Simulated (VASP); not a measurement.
# Cr3Ir2: core-level shifts, part 5 of 5

Wanted: the chemical shifts that photoemission would resolve in Cr3Ir2.

VASP 6.6.1, plane waves and PAW; the level of theory is named at each step.

So far. Step 2 (Relaxation): The forces on the free atoms are under 0.05 eV/Å. Step 4 (Core hole, atom Cr4): This is the reference for holes on Cr.

**5. Core hole, atom Cr3 (continued)**

Level of this step: final-state core hole with the electron kept at the Fermi level, PBE, zero-moment start; plane waves and PAW (Cr_pv, Cr_pv, Ir) (VASP).

From OUTCAR (step 5):

```text
 POSITION                                       TOTAL-FORCE (eV/Angst)
 -----------------------------------------------------------------------------------
      1.42500      2.01525     15.41352         0.000000      0.000000      0.115448
      0.00000      0.00000     15.41352         0.000000      0.000000      0.011475
      2.85000      0.00000     15.41352         0.000000      0.000000      0.011475
      4.27500      2.01525     15.41352         0.000000      0.000000     -0.188217
      0.00000      0.00000     11.03051         0.000000      0.000000     -0.005345
      2.85000      0.00000     11.03051         0.000000      0.000000     -0.005345
      1.42500      2.01525     11.03051         0.000000      0.000000      0.100536
      4.27500      2.01525     11.03051         0.000000      0.000000      0.155730
      0.00000      0.00000      6.64750         0.000000      0.000000     -0.031142
      2.85000      0.00000      6.64750         0.000000      0.000000     -0.031142
      1.42500      2.01525      6.64750         0.000000      0.000000     -0.019205
      4.27500      2.01525      6.64750         0.000000      0.000000     -0.012851
      5.70000      2.01525     13.24245         0.128204      0.000000     -0.070744
      2.85000      2.01525     13.24245        -0.128204      0.000000     -0.070744
[...]
-----------------------------------------------------------------------------------
    total drift:                                0.000000      0.000000      0.001103

  FREE ENERGIE OF THE ION-ELECTRON SYSTEM (eV)
  ---------------------------------------------------
  free  energy   TOTEN  =      -444.9623061097 eV

  energy  without entropy=     -444.8219513648  energy(sigma->0) =     -444.89212874

[... 2 parts as in an earlier step ...]

[... 1 further part left out ...]
[key lines of the parts left out:]
E-fermi :   2.7902
```

Against the hole on Cr4 the energy differs by +0.00 eV.

**6. Core hole, atom Cr5**

The same hole on the next atom.

INCAR reads:

```
SYSTEM = Cr3Ir2
PREC = Normal
ENCUT = 330
EDIFF = 1E-05
NELM = 120
ISMEAR = 0
SIGMA = 0.1
LREAL = Auto
ALGO = Fast
GGA = PE
NBANDS = 143
ISPIN = 2
MAGMOM = 0 0 0 0 0 0 0 0 0 0 0 0 0 0 0 0 0 0 0 0
LMAXMIX = 4
LWAVE = .FALSE.
LCHARG = .FALSE.
KPAR = 2
NCORE = 4
ICORELEVEL = 2
CLNT = 1
CLN = 2
CLL = 1
CLZ = 1
ISIF = 0
```

POSCAR reads:

```
Cr3Ir2
1.0
    5.7000000000      0.0000000000      0.0000000000
    2.8500000000      4.0305086528      0.0000000000
    0.0000000000      0.0000000000     22.0610173055
Cr Cr Ir
1 11 8
Direct
    0.0000000000      0.0000000000      0.5000000000
    0.0000000000      0.0000000000      0.6986765665
    0.5000000000      0.0000000000      0.6986765665
    0.0000000000      0.5000000000      0.6986765665
    0.5000000000      0.5000000000      0.6986765665
    0.5000000000      0.0000000000      0.5000000000
    0.0000000000      0.5000000000      0.5000000000
    0.5000000000      0.5000000000      0.5000000000
    0.0000000000      0.0000000000      0.3013234335
    0.5000000000      0.0000000000      0.3013234335
    0.0000000000      0.5000000000      0.3013234335
    0.5000000000      0.5000000000      0.3013234335
    0.7500000000      0.5000000000      0.6002647364
    0.2500000000      0.5000000000      0.6002647364
    0.7500000000      0.0000000000      0.6002647364
    0.2500000000      0.0000000000      0.6002647364
    0.7500000000      0.5000000000      0.3997352636
    0.2500000000      0.5000000000      0.3997352636
    0.7500000000      0.0000000000      0.3997352636
    0.2500000000      0.0000000000      0.3997352636
```

KPOINTS reads:

```
Automatic mesh
0
Gamma
5 5 1
0 0 0
```

PAW data sets: Cr_pv, Cr_pv and Ir (PBE family, release 64).

Run with:

```sh
mpirun -np 8 vasp_std
```

The program printed:

```text
[... set-up lines as in an earlier step ...]
 entering main loop
       N       E                     dE             d eps       ncg     rms          rms(c)
DAV:   1     0.179882538622E+04    0.17988E+04   -0.99723E+04  6460   0.113E+03
DAV:   2    -0.343045333862E+03   -0.21419E+04   -0.20179E+04  5267   0.425E+02
DAV:   3    -0.494709731330E+03   -0.15166E+03   -0.14186E+03  7044   0.120E+02
DAV:   4    -0.502323455723E+03   -0.76137E+01   -0.72753E+01  6841   0.224E+01
[...]
RMM:  44    -0.444788103245E+03   -0.84841E-04   -0.36649E-05  4434   0.133E-02    0.708E-02
RMM:  45    -0.444788150041E+03   -0.46795E-04   -0.83526E-06  3357   0.717E-03    0.544E-02
RMM:  46    -0.444788140552E+03    0.94884E-05   -0.27860E-06  2716   0.425E-03
   1 F= -.44478814E+03 E0= -.44471265E+03  d E =-.150986E+00  mag=    -0.0108
```

Run time: 3.2 min. Hardware: 8 MPI ranks of Intel Xeon 6975P-C (Granite Rapids), shared host; peak memory 2 GiB; 25 min of CPU time.

OUTCAR, selected parts (step 6):

```text
 POSITION                                       TOTAL-FORCE (eV/Angst)
 -----------------------------------------------------------------------------------
      0.00000      0.00000     11.03051        -0.000000     -0.000000      0.000000
      0.00000      0.00000     15.41352        -0.000000     -0.000000     -0.017623
      2.85000      0.00000     15.41352        -0.000000     -0.000000     -0.068245
      1.42500      2.01525     15.41352         0.000000     -0.000000      0.027361
      4.27500      2.01525     15.41352        -0.000000     -0.000000      0.027361
      2.85000      0.00000     11.03051         0.000000     -0.000000      0.000000
      1.42500      2.01525     11.03051         0.000000     -0.000000      0.000000
      4.27500      2.01525     11.03051         0.000000     -0.000000      0.000000
      0.00000      0.00000      6.64750        -0.000000     -0.000000      0.017623
      2.85000      0.00000      6.64750         0.000000     -0.000000      0.068245
      1.42500      2.01525      6.64750        -0.000000     -0.000000     -0.027361
      4.27500      2.01525      6.64750         0.000000     -0.000000     -0.027361
      5.70000      2.01525     13.24245         0.000000     -0.077317      0.058953
      2.85000      2.01525     13.24245         0.000000      0.077317      0.058953
[...]
-----------------------------------------------------------------------------------
    total drift:                                0.000000      0.000000      0.000000

  FREE ENERGIE OF THE ION-ELECTRON SYSTEM (eV)
  ---------------------------------------------------
  free  energy   TOTEN  =      -444.7881405521 eV

  energy  without entropy=     -444.6371545103  energy(sigma->0) =     -444.71264753

[... 2 parts as in an earlier step ...]

[... 1 further part left out ...]
[key lines of the parts left out:]
E-fermi :   2.7606
```

Against the hole on Cr4 the energy differs by +0.18 eV.

**7. Summary**

This step: core-level shifts, PBE; plane waves and PAW (VASP 6.6.1).

No new run; the numbers come from the runs before.

A positive shift is a higher binding energy. Cost is wall time times ranks on a shared host. Core-level shifts:

```tsv
atom	region	shell	Kohn-Sham level below the Fermi level (eV)	initial-state shift (eV)	final-state shift (eV)	shifts are from	cost (core minutes)
Cr4	layer 1	2p	559.3	0	0	Cr4	26.28
Cr3	layer 1	2p	559.3	0	-1.36e-4	Cr4	22.67
Cr5	layer 3	2p	559.6	0.2223	0.1793	Cr4	25.47
```

**8. What came out**

| Item | Value |
| --- | --- |
| Cr5 2p (layer 3), from Cr4 | initial state +0.22 eV, final state +0.18 eV |

What this shows: Against Cr4, Cr5 is shifted by +0.22 eV in the initial state and by +0.18 eV with the hole (energies extrapolated to zero smearing). Cr3 has the level of the reference atom in both states, as equivalent sites do. Only these atoms were given a hole, so other sites aren't ranked. The difference of the two pictures holds the screening of the hole, but also the cell's limits: holes repeat 4.9 Å apart, and the electron from the core stays in the cell, where it moves the Fermi energy by -0.05 to -0.02 eV, less than the shifts themselves. Cell size, mesh and smearing weren't varied between the hole runs, and no dipole correction was applied to the slab. The other core electrons are frozen, spin-orbit splitting and multiplets are absent, and only shifts between atoms of one element are meaningful. Not tabulated here, as repeats of values shown or as unfit to read for their mesh, reference level or band range: core levels (core hole).

[Lines on the potential files, build, host, timing and source positions are cut from VASP's logs without a mark.]

[Logs are printed without paths, hosts, clocks, repeated set-up lines and the standing remarks that a program may print on its own settings, such as how far it seeks lower states.]

[Hosts, paths, dates, database ids (printed as entryN), source tags and the programs' standing remarks are cut or masked in the printed files.]
